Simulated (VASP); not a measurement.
All values below come from HSE06 screened hybrid, VASP's PBE PAW potentials (set 64) (plane waves; VASP 6.6.1).

VASP input:

File POSCAR:
```
C32NSi31
8.7583310
  1.0000000497   0.0000000000   0.0000000000
  0.0000000000   1.0000000497   0.0000000000
  0.0000000000   0.0000000000   1.0000000497
Si C N
31 32 1
Cart
  0.5007411634   0.0010647869   0.0011514409
  0.7492044016   0.2516666862   0.0000135629
  0.7491752582   0.9999956916   0.2518283728
  0.9999094995   0.9999822532   0.9999910440
  0.2498177692   0.2497316520   0.9967289152
  0.4996781609   0.4995561628   0.9976684232
  0.7513526998   0.7513821505   0.0011070511
  0.2498470225   0.9966546579   0.2498960644
  0.4941920662   0.2493848115   0.2494775605
  0.7438159117   0.5029046466   0.2563638773
  0.4996268936   0.9974947539   0.4996520865
  0.7438236731   0.2562702456   0.5030898048
  0.7513930599   0.0009842825   0.7514059745
  0.0010340984   0.5006556280   0.0011217345
  0.2516968148   0.7491966261   0.0000079964
  0.9966890795   0.2497612630   0.2499350473
  0.2494278023   0.4940780804   0.2494280150
  0.5029453182   0.7437160957   0.2562294726
  0.0011520928   0.0009995092   0.5007370545
  0.2494388680   0.2494612657   0.4942112430
  0.7499114242   0.7499353417   0.5067628738
  0.2517277947   0.9999160841   0.7492206375
  0.5029463029   0.2561873547   0.7438200266
  0.7499511545   0.5068095709   0.7499577185
  0.9999625679   0.7491637795   0.2517419542
  0.9976586240   0.4996606998   0.4996971037
  0.2562735502   0.7437541065   0.5028800983
  0.9999857157   0.2516562780   0.7492003988
  0.2562488987   0.5029163796   0.7439298276
  0.5067357103   0.7498906519   0.7499849140
  0.0010718828   0.7513960546   0.7514103773
  0.6246544910   0.1273321714   0.1273968461
  0.8709607067   0.3758289139   0.1286336169
  0.8709503373   0.1285398567   0.3760292713
  0.1246890617   0.1247144521   0.1247786654
  0.3731229030   0.3729898214   0.1219564976
  0.6246355974   0.6245236107   0.1245094297
  0.8758213504   0.8758653644   0.1272742886
  0.3731151547   0.1219495297   0.3731761723
  0.6009397679   0.3827979330   0.3828513859
  0.8733151864   0.6265955600   0.3764760713
  0.6246086637   0.1244085036   0.6246410411
  0.8733774484   0.3764269180   0.6266844864
  0.8758377928   0.1272328964   0.8758524555
  0.1273322609   0.6245599373   0.1273524660
  0.3759252315   0.8709381725   0.1286002703
  0.1219401823   0.3730801419   0.3731547232
  0.3828194852   0.6008168367   0.3827585349
  0.6265590433   0.8732222882   0.3764008685
  0.1273966806   0.1273173396   0.6246505052
  0.3827592669   0.3827922621   0.6010698011
  0.6387309782   0.6387788141   0.6387815004
  0.8791830523   0.8791294760   0.6264514095
  0.3758891454   0.1284790618   0.8709865624
  0.6266092817   0.3763510745   0.8733131296
  0.8791869151   0.6264192167   0.8792346972
  0.1286198605   0.8708764843   0.3759112306
  0.1245342762   0.6246081956   0.6246434987
  0.3764010048   0.8732228839   0.6266242547
  0.1285295449   0.3758310874   0.8710106275
  0.3764440421   0.6265648261   0.8734244893
  0.6263864093   0.8791419647   0.8792111854
  0.1271759369   0.8758724419   0.8759108841
  0.4577423015   0.4577230532   0.4577860026
```

KPOINTS:
```
Regular mesh
0
Gamma
1 1 1
0 0 0
```

### INCAR
```
# general
SYSTEM  =C32NSi31
PREC    =Normal
ENCUT   =400
LREAL   =Auto
LASPH   =.TRUE.
ISYM    =0
NELECT  =258.0

# electronic loop
EDIFF   =1E-5
NELM    =50
NELMIN  =4
ALGO    =Normal

# smearing
ISMEAR  =0
SIGMA   =0.05

# functional
GGA     =PE
LHFCALC =.TRUE.
AEXX    =0.25
HFSCREEN=0.2
PRECFOCK=Fast

# ions
ISIF    =0

# output
LWAVE   =.FALSE.
LCHARG  =.FALSE.
```

POTCAR, in this order: Si C N (PBE.64 set). Program: vasp_gam. Read from the step before: WAVECAR.

The cell is charged, with a uniform compensating background. The supercell is sampled at Γ alone, which is coarse: total energies, pressure and levels can be off, energies of defects by several tenths of an eV.

**Question.** What does the run give for the energy per atom (σ→0)?

**Answer.** 
The energy per atom (σ→0) comes out as -8.509 eV/atom.

OSZICAR:
```
...
DAV:   4    -0.544555143109E+03    0.61774E-02   -0.63617E-03   376   0.191E-01    0.360E+00
DAV:   5    -0.544552683692E+03    0.24594E-02   -0.25346E-03   352   0.121E-01    0.205E+00
DAV:   6    -0.544552023446E+03    0.66025E-03   -0.88937E-04   366   0.676E-02    0.118E+00
DAV:   7    -0.544551772970E+03    0.25048E-03   -0.12618E-04   366   0.349E-02    0.680E-01
DAV:   8    -0.544551712045E+03    0.60925E-04   -0.96362E-05   366   0.228E-02    0.380E-01
DAV:   9    -0.544551689895E+03    0.22151E-04   -0.12955E-05   230   0.119E-02    0.220E-01
DAV:  10    -0.544551685255E+03    0.46402E-05   -0.16609E-05   248   0.100E-02
   1 F= -.54455169E+03 E0= -.54455169E+03  d E =-.161109E-14
```

The cell is a supercell with a defect, built from SiC (zinc blende): N_Si, charge -1. The cell's shape comes from a PBE relaxation. The run is not spin-polarised, so no state with unpaired spins was tried.
